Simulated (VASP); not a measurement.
A VASP calculation is set up with these files.

### INCAR
```
ALGO=Normal
EDIFF=1E-7
ENCUT=480
GGA=PE
ISIF=2
ISMEAR=1
LASPH=.True.
LCHARG=.False.
LMAXMIX=4
LREAL=.False.
LWAVE=.False.
NELM=100
PREC=Accurate
SIGMA=0.1
SYSTEM=As
```

File POSCAR:
```
As
1
    3.7486962969    -1.9193807631    -0.0027041085
    3.7486962969     1.9193807631    -0.0027041085
    2.7682398462     0.0000000000     3.1738935132
As
2
Direct
  0.2270880827   0.2270880827   0.2270880827
  0.7729119173   0.7729119173   0.7729119173
```

### KPOINTS
```
Automatic mesh
0
Gamma
10 10 10
0 0 0
```

POTCAR, in this order: As (PBE.64 set). Program: vasp_std.

### Question
Write an equivalent input for Quantum ESPRESSO's pw.x.

### Answer
One equivalent input (not run):
```
&CONTROL
  calculation = 'scf'
  pseudo_dir = './pseudo'
  outdir = './out'
  tprnfor = .true.
  tstress = .true.
/
&SYSTEM
  ibrav = 0
  nat = 2
  ntyp = 1
  ecutwfc = 84
  occupations = 'smearing'
  smearing = 'methfessel-paxton'
  degauss = 0.00735
  input_dft = 'pbe'
/
&ELECTRONS
  conv_thr = 7.3e-09
  electron_maxstep = 100
/
ATOMIC_SPECIES
  As 74.922 As.upf
CELL_PARAMETERS angstrom
     3.7486963   -1.9193808   -0.0027041
     3.7486963    1.9193808   -0.0027041
     2.7682398    0.0000000    3.1738935
ATOMIC_POSITIONS crystal
  As   0.2270881  0.2270881  0.2270881
  As   0.7729119  0.7729119  0.7729119
K_POINTS automatic
  10 10 10 0 0 0
```
What does not carry over: the potentials are each code's own (VASP's PAW set, PseudoDojo norm-conserving files in pw.x), so ENCUT and ecutwfc are chosen apart and not converted; conv_thr bounds pw.x's estimated SCF error, while EDIFF bounds the energy change between steps.

The compound is As in the a7 structure. This cell was strained or had an atom moved on purpose.
